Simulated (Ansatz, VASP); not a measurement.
**BHO2 (BHO2 (P2_1/c)) in two plane-wave programs**

One calculation is typed for both programs; each brings its own data sets. How far apart do they land? The structure shown is the start of the Ansatz relaxation below; VASP solves that cell, so the two are compared at the walk's first step.

Main program and level: Ansatz 0.2.0; plane waves, with VASP 6.6.1 beside it; single point at PBEsol.

## Step 1: The starting structure

The cell holds 48 atoms: 12 B, 12 H and 24 O. Its edges and angles: a = 6.702 Å, b = 8.898 Å, c = 7.002 Å, α = 90.0°, β = 93.8°, γ = 90.0°.

## Step 2: Ansatz: relaxation, PBEsol

Ansatz runs on its default PAW (the set named soft_2) files.

The two programs are compared at the cell with which this relaxation starts, whose forces are those of its first step.

input.yaml

```yaml
crystal:
  lattice:
    - [6.7019067, 0.0, 0.0]
    - [0.0, 8.8981393, 0.0]
    - [-0.4586192, 0.0, 6.9867181]
  atoms:
    - { symbol: B, position: [0.52660567, 0.21370311, 0.24149733] }
    - { symbol: B, position: [0.47339433, 0.71370311, 0.25850267] }
    - { symbol: B, position: [0.47339433, 0.78629689, 0.75850267] }
    - { symbol: B, position: [0.52660567, 0.28629689, 0.74149733] }
    - { symbol: B, position: [0.83557217, 0.16305567, 0.10094701] }
    - { symbol: B, position: [0.16442783, 0.66305567, 0.39905299] }
    - { symbol: B, position: [0.16442783, 0.83694433, 0.89905299] }
    - { symbol: B, position: [0.83557217, 0.33694433, 0.60094701] }
    - { symbol: B, position: [0.66992316, 0.95816208, 0.2679629] }
    - { symbol: B, position: [0.33007684, 0.45816208, 0.2320371] }
    - { symbol: B, position: [0.33007684, 0.04183792, 0.7320371] }
    - { symbol: B, position: [0.66992316, 0.54183792, 0.7679629] }
    - { symbol: H, position: [0.87072138, 0.86174213, 0.48820248] }
    - { symbol: H, position: [0.12927862, 0.36174213, 0.01179752] }
    - { symbol: H, position: [0.12927862, 0.13825787, 0.51179752] }
    - { symbol: H, position: [0.87072138, 0.63825787, 0.98820248] }
    - { symbol: H, position: [0.07231968, 0.13011955, 0.95445277] }
    - { symbol: H, position: [0.92768032, 0.63011955, 0.54554723] }
    - { symbol: H, position: [0.92768032, 0.86988045, 0.04554723] }
    - { symbol: H, position: [0.07231968, 0.36988045, 0.45445277] }
    - { symbol: H, position: [0.67967863, 0.9515532, 0.57515907] }
    - { symbol: H, position: [0.32032137, 0.4515532, 0.92484093] }
    - { symbol: H, position: [0.32032137, 0.0484468, 0.42484093] }
    - { symbol: H, position: [0.67967863, 0.5484468, 0.07515907] }
    - { symbol: O, position: [0.38401825, 0.30951679, 0.29291088] }
    - { symbol: O, position: [0.61598175, 0.80951679, 0.20708912] }
    - { symbol: O, position: [0.61598175, 0.69048321, 0.70708912] }
    - { symbol: O, position: [0.38401825, 0.19048321, 0.79291088] }
    - { symbol: O, position: [0.50613089, 0.06364198, 0.28477699] }
    - { symbol: O, position: [0.49386911, 0.56364198, 0.21522301] }
    - { symbol: O, position: [0.49386911, 0.93635802, 0.71522301] }
    - { symbol: O, position: [0.50613089, 0.43635802, 0.78477699] }
    - { symbol: O, position: [0.69123367, 0.26313198, 0.14994438] }
    - { symbol: O, position: [0.30876633, 0.76313198, 0.35005562] }
    - { symbol: O, position: [0.30876633, 0.73686802, 0.85005562] }
    - { symbol: O, position: [0.69123367, 0.23686802, 0.64994438] }
    - { symbol: O, position: [0.81979921, 0.01405512, 0.14434102] }
    - { symbol: O, position: [0.18020079, 0.51405512, 0.35565898] }
    - { symbol: O, position: [0.18020079, 0.98594488, 0.85565898] }
    - { symbol: O, position: [0.81979921, 0.48594488, 0.64434102] }
    - { symbol: O, position: [0.99209205, 0.21407799, 0.0031126] }
    - { symbol: O, position: [0.00790795, 0.71407799, 0.4968874] }
    - { symbol: O, position: [0.00790795, 0.78592201, 0.9968874] }
    - { symbol: O, position: [0.99209205, 0.28592201, 0.5031126] }
    - { symbol: O, position: [0.77611293, 0.94904825, 0.47154833] }
    - { symbol: O, position: [0.22388707, 0.44904825, 0.02845167] }
    - { symbol: O, position: [0.22388707, 0.05095175, 0.52845167] }
    - { symbol: O, position: [0.77611293, 0.55095175, 0.97154833] }
basis:
  ecutwfc: 420
  xc_grid: 2
hamiltonian:
  xc: pbesol
kpoints:
  mp_grid: { grid: [4, 3, 4] }
scf:
  occupations: { method: fermi_dirac, width: 0.01 }
  max_iter: 150
output:
  forces: true
  stress: true
relax:
  f_tol: 0.01
  max_steps: 60
  cell: {}
checkpoint:
  write: "../pbesol.run"
  compress: false
  write_wavefunctions: false
  write_every: 100000
```

On the command line:

```console
$ ansatz run input.yaml --threads 4 --pin off --max-ram 6594MiB --backend cpu --events-out ev --progress --plain --runs-dir out
```

Numbers of over 12 decimals in the logs are rounded to 6 here.

The program printed:

```text
Engine: ansatz 0.2.0, x86_64-unknown-linux-gnu
Pseudopotentials: kind: paw
Pseudopotential: B, paw, valence charge 3, recommended cutoff 420 eV (normal), B.paw.azcp
Pseudopotential: H, paw, valence charge 1, recommended cutoff 420 eV (normal), H.paw.azcp
Pseudopotential: O, paw, valence charge 6, recommended cutoff 420 eV (normal), O.paw.azcp
Functional definition: PBEsol
  exchange = pbesol_x
  correlation = pbesol_c
Crystal: 48 atoms, lattice volume = 416.649 Å³
Basis set: ecut = 420 eV, 8155 PW (Γ), exchange–correlation on 90×120×96 points (8 copies of the dense FFT grid, shifted against one another)
Bands: 144, of which v1, the nominal top of the filled ones, is band 96 counted from 1 (95 counted from 0)
Symmetry: 4 space group operations
Space group: P21/c (ITA 14), of the structure as read, at distance tolerance 7.5e-5 Å
k-points: 20 of 48
Non-local potential: B, projectors of the file, l = 0: 2, l = 1: 2, l = 2: 1
Non-local potential: H, projectors of the file, l = 0: 2, l = 1: 1
Non-local potential: O, projectors of the file, l = 0: 2, l = 1: 2, l = 2: 1
PAW form: soft (Blöchl's): semilocal exchange-correlation on the pseudo side does not see the compensation charge
PAW frozen core: B, regenerated for the run's functional, and the local potential with it (the file was generated under x = pbe(κ = 0.804, μ = 0.219515), c = pbe(β = 0.066725))
PAW frozen core: O, regenerated for the run's functional, and the local potential with it (the file was generated under x = pbe(κ = 0.804, μ = 0.219515), c = pbe(β = 0.066725))
PAW one-centre angular grid: B, 110 points (default); XC on 64 Gauss nodes
PAW one-centre angular grid: H, 110 points (default); XC on 64 Gauss nodes
PAW one-centre angular grid: O, 110 points (default); XC on 64 Gauss nodes
Initial density: superposition of atomic densities (neutral atoms: chi_scale 0, normalization atom), corrected by the library's trained network
Initial wavefunctions: pseudopotential atomic-orbital guess
Functional: x = pbesol(κ = 0.804, μ = 0.123457), c = pbesol(β = 0.046)
SCF iter   1: F=—  HF=-15513.154497 eV  |F-HF|=—  |Δ(HF+E_count)|=         —  Δρ=1.12e-2  dr2=3.83e-1  ethr=1.77e-3  ⟨swp⟩=6.2  Hψ=12285  notcnv=0  defer=491
preconditioner: auto → Resta (q_TF=auto, 2.398 Å⁻¹)  ε∞=2.9  [insulator: Δε(μ)=6.413 eV  Ē_g=18.488 eV  σ=0.010 eV  W_gap=1.00  n_scr=98 (ndim 8)  ℏωp=25.2 eV  f_vac=0.137  D(μ)=0.00/eV (n_scr^D=0)  ε∞_Penn≈2.9]
SCF iter   2: F=—  HF=-15513.042878 eV  |F-HF|=—  |Δ(HF+E_count)|=   1.12e-1  Δρ=2.53e-3  dr2=1.64e-2  ethr=2.00e-4  ⟨swp⟩=2.5  Hψ=4909  notcnv=0  defer=839
SCF iter   3: F=—  HF=-15513.043833 eV  |F-HF|=—  |Δ(HF+E_count)|=   9.55e-4  Δρ=1.23e-3  dr2=4.80e-3  ethr=8.56e-6  ⟨swp⟩=2.9  Hψ=3909  notcnv=0  defer=839
SCF iter   4: F=—  HF=-15513.044848 eV  |F-HF|=—  |Δ(HF+E_count)|=   1.01e-3  Δρ=3.38e-4  dr2=3.66e-4  ethr=2.50e-6  ⟨swp⟩=2.0  Hψ=3577  notcnv=0  defer=839
SCF iter   5: F=—  HF=-15513.044883 eV  |F-HF|=—  |Δ(HF+E_count)|=   3.47e-5  Δρ=1.08e-4  dr2=3.75e-5  ethr=1.91e-7  ⟨swp⟩=2.0  Hψ=3961  notcnv=0  defer=839
SCF iter   6: F=—  HF=-15513.044422 eV  |F-HF|=—  |Δ(HF+E_count)|=   4.61e-4  Δρ=3.18e-5  dr2=3.72e-6  ethr=1.95e-8  ⟨swp⟩=2.0  Hψ=3571  notcnv=0  defer=839
SCF iter   7: F=—  HF=-15513.044429 eV  |F-HF|=—  |Δ(HF+E_count)|=   6.83e-6  Δρ=1.79e-5  dr2=9.81e-7  ethr=1.94e-9  ⟨swp⟩=2.1  Hψ=3964  notcnv=0  defer=839
SCF iter   8: F=-15513.044429 eV  HF=-15513.044429 eV  |F-HF|=1.01e-7  |Δ(HF+E_count)|=   2.81e-7  Δρ=4.32e-6  dr2=6.79e-8  ethr=5.21e-11  ⟨swp⟩=3.6  Hψ=10274  notcnv=0
SCF 1 converged in 8 iterations: F = -15513.044429 eV  dr2 = 6.79e-8
  greatest PAW one-centre occupation: 0.865 electrons in one spin orbital (limit 2), on the O atom at site 35 (counted from 0), in its partial waves of l = 0
relax step   1: F+E_penalty+E_count = -15513.04442921 eV  Δ(F+E_penalty+E_count) = +0.000e0 eV  max|allowed force component| = 4.548e-1 eV/Å  Δτ_max = 0.0000 Å  P = +1.699 GPa  Ω = 416.649 Å³  (8 SCF iters, dr2 threshold 1.00e-7 eV, accepted)
Crystal: 48 atoms, lattice volume = 427.829 Å³
Basis set: ecut = 420 eV, 8323 PW (Γ), exchange–correlation on 90×120×96 points (8 copies of the dense FFT grid, shifted against one another)
Initial density: handed on by an earlier stage of this run
Initial wavefunctions: those handed on with the density
iter 1 solved again at ethr=5.56e-5 eV; its pass at ethr=3.10e-3 eV (dr2=1.07e-1 eV) is discarded
SCF iter   1: F=—  HF=-15513.071826 eV  |F-HF|=—  |Δ(HF+E_count)|=         —  Δρ=6.92e-3  dr2=1.04e-1  ethr=5.56e-5  ⟨swp⟩=5.6  Hψ=14988  notcnv=0  defer=1
preconditioner: auto → Resta (q_TF=auto, 2.387 Å⁻¹)  ε∞=2.8  [insulator: Δε(μ)=6.420 eV  Ē_g=18.443 eV  σ=0.010 eV  W_gap=1.00  n_scr=98 (ndim 8)  ℏωp=24.9 eV  f_vac=0.156  D(μ)=0.00/eV (n_scr^D=0)  ε∞_Penn≈2.8]
[...]
relax step  18: F+E_penalty+E_count = -15513.19396025 eV  Δ(F+E_penalty+E_count) = -5.331e-3 eV  max|allowed force component| = 2.323e-3 eV/Å  Δτ_max = 0.0000 Å  P = +0.005 GPa  Ω = 439.597 Å³  stress off target by 3.35e-2 GPa  SCF on the basis re-selected at this cell (its energy is not comparable with the rows above)  (4 SCF iters)
[...]
E sigma→0 (E₀):  -15513.193960 eV
Fermi energy:    3.895242 eV
--- Per-component energies (eV) ---
  E_band       = -1234.980423
  E_kinetic    = 4980.696593
  E_local      = -13404.631775  (includes V_loc(G=0)·N_el)
  E_nonlocal   = 1325.281730
  E_hartree    = 4802.041089
  E_xc         = -2222.332966
  E_vxc        = -2817.207028  (∫ρ·V_xc dr)
  E_paw        = -4590.573104  (= ΣΔE_a)
  E_vpaw       = -923.250501  (= ΣTr[D̂ρ^β])
  E_aug_tail   = 0.048129  (compensation charges beyond the density's cutoff)
  E_ewald      = -6404.747097
  E_core_change = 1.023441  (= ΣΔE_core)
  E_smearing   = -0.000000  (= −TS)
  E_closure    = -0.000000  (closes the sum)
  Σ components = -15513.193960   (vs F -15513.193960, Δ=0.00e0)
--- Forces (eV/Å), atoms counted from 1 ---
  atom   1  B     -0.00105115     0.00073836     0.00039687
  atom   2  B      0.00105115     0.00073836    -0.00039687
  atom   3  B      0.00105115    -0.00073836    -0.00039687
  atom   4  B     -0.00105115    -0.00073836     0.00039687
  atom   5  B      0.00232310     0.00033144    -0.00145431
  atom   6  B     -0.00232310     0.00033144     0.00145431
  atom   7  B     -0.00232310    -0.00033144     0.00145431
  atom   8  B      0.00232310    -0.00033144    -0.00145431
  atom   9  B     -0.00024803    -0.00067732    -0.00085695
  atom  10  B      0.00024803    -0.00067732     0.00085695
  atom  11  B      0.00024803     0.00067732     0.00085695
  atom  12  B     -0.00024803     0.00067732    -0.00085695
  atom  13  H     -0.00036494    -0.00033576    -0.00005799
  atom  14  H      0.00036494    -0.00033576     0.00005799
  atom  15  H      0.00036494     0.00033576     0.00005799
  atom  16  H     -0.00036494     0.00033576    -0.00005799
  atom  17  H     -0.00031490     0.00055556    -0.00003045
  atom  18  H      0.00031490     0.00055556     0.00003045
  atom  19  H      0.00031490    -0.00055556     0.00003045
  atom  20  H     -0.00031490    -0.00055556    -0.00003045
  atom  21  H      0.00050272     0.00016060    -0.00063771
  atom  22  H     -0.00050272     0.00016060     0.00063771
  atom  23  H     -0.00050272    -0.00016060     0.00063771
  atom  24  H      0.00050272    -0.00016060    -0.00063771
[...]
atom  41  O     -0.00106805    -0.00034311     0.00055999
  atom  42  O      0.00106805    -0.00034311    -0.00055999
  atom  43  O      0.00106805     0.00034311    -0.00055999
  atom  44  O     -0.00106805     0.00034311     0.00055999
  atom  45  O     -0.00028615    -0.00029567     0.00102944
  atom  46  O      0.00028615    -0.00029567    -0.00102944
  atom  47  O      0.00028615     0.00029567    -0.00102944
  atom  48  O     -0.00028615     0.00029567     0.00102944
  max |Σ_I F_I| component: 1.08e-19 eV/Å
--- Stress (GPa, compression-positive) ---
       -0.001740      -0.000000       0.015566
       -0.000000      -0.008780      -0.000000
        0.015568      -0.000000       0.026614
  P = ⅓ Tr σ = 0.0054 GPa (0.054 kbar)
--- Relaxed structure (13 steps of the walk, 12 accepted, 5 SCFs on fresh bases) ---
  F+E_penalty+E_count = -15513.19396025 eV   max|allowed force component| = 2.323e-3 eV/Å   (the final SCF, on the basis selected at the relaxed cell)
  cell:  # Å, volume = 439.5974 Å³
    - [6.763866, 0.0, 0.158692]
    - [0.0, 8.894241, 0.0]
    - [-0.297423, 0.0, 7.300225]
  atoms:
    - { symbol: B, position: [0.533388, 0.216153, 0.247493] }
    - { symbol: B, position: [0.466612, 0.716153, 0.252507] }
    - { symbol: B, position: [0.466612, 0.783847, 0.752507] }
    - { symbol: B, position: [0.533388, 0.283847, 0.747493] }
    - { symbol: B, position: [0.841830, 0.162087, 0.107102] }
    - { symbol: B, position: [0.158170, 0.662087, 0.392898] }
    - { symbol: B, position: [0.158170, 0.837913, 0.892898] }
    - { symbol: B, position: [0.841830, 0.337913, 0.607102] }
    - { symbol: B, position: [0.669828, 0.957925, 0.271781] }
    - { symbol: B, position: [0.330172, 0.457925, 0.228219] }
    - { symbol: B, position: [0.330172, 0.042075, 0.728219] }
    - { symbol: B, position: [0.669828, 0.542075, 0.771781] }
    - { symbol: H, position: [0.862955, 0.852928, 0.475557] }
    - { symbol: H, position: [0.137045, 0.352928, 0.024443] }
    - { symbol: H, position: [0.137045, 0.147072, 0.524443] }
    - { symbol: H, position: [0.862955, 0.647072, 0.975557] }
    - { symbol: H, position: [0.077052, 0.124924, 0.955150] }
    - { symbol: H, position: [0.922948, 0.624924, 0.544850] }
    - { symbol: H, position: [0.922948, 0.875076, 0.044850] }
    - { symbol: H, position: [0.077052, 0.375076, 0.455150] }
    - { symbol: H, position: [0.668754, 0.944584, 0.565122] }
    - { symbol: H, position: [0.331246, 0.444584, 0.934878] }
    - { symbol: H, position: [0.331246, 0.055416, 0.434878] }
    - { symbol: H, position: [0.668754, 0.555416, 0.065122] }
    - { symbol: O, position: [0.387812, 0.312080, 0.292743] }
    - { symbol: O, position: [0.612188, 0.812080, 0.207257] }
    - { symbol: O, position: [0.612188, 0.687920, 0.707257] }
    - { symbol: O, position: [0.387812, 0.187920, 0.792743] }
    - { symbol: O, position: [0.510805, 0.066873, 0.295288] }
    - { symbol: O, position: [0.489195, 0.566873, 0.204712] }
    - { symbol: O, position: [0.489195, 0.933127, 0.704712] }
    - { symbol: O, position: [0.510805, 0.433127, 0.795288] }
    - { symbol: O, position: [0.700392, 0.264458, 0.157767] }
    - { symbol: O, position: [0.299608, 0.764458, 0.342233] }
    - { symbol: O, position: [0.299608, 0.735542, 0.842233] }
    - { symbol: O, position: [0.700392, 0.235542, 0.657767] }
    - { symbol: O, position: [0.822045, 0.012797, 0.148731] }
    - { symbol: O, position: [0.177955, 0.512797, 0.351269] }
    - { symbol: O, position: [0.177955, 0.987203, 0.851269] }
    - { symbol: O, position: [0.822045, 0.487203, 0.648731] }
    - { symbol: O, position: [0.999921, 0.211468, 0.008929] }
    - { symbol: O, position: [7.9473770257181e-5, 0.711468, 0.491071] }
    - { symbol: O, position: [7.947377025718794e-5, 0.788532, 0.991071] }
    - { symbol: O, position: [0.999921, 0.288532, 0.508929] }
    - { symbol: O, position: [0.769038, 0.942948, 0.461931] }
    - { symbol: O, position: [0.230962, 0.442948, 0.038069] }
    - { symbol: O, position: [0.230962, 0.057052, 0.538069] }
    - { symbol: O, position: [0.769038, 0.557052, 0.961931] }
[key lines of the parts left out:]
SCF converged after 4 iterations
Free energy (F): -15513.193960 eV
```

(Continued in part 2 of 2.)

[Lines on the potential files, build, host, timing and source positions are cut from VASP's logs without a mark.]

[Logs are printed without paths, hosts, clocks, repeated set-up lines and the standing remarks that a program may print on its own settings, such as how far it seeks lower states.]

[Hosts, paths, dates, database ids (printed as entryN), source tags and the programs' standing remarks are cut or masked in the printed files.]
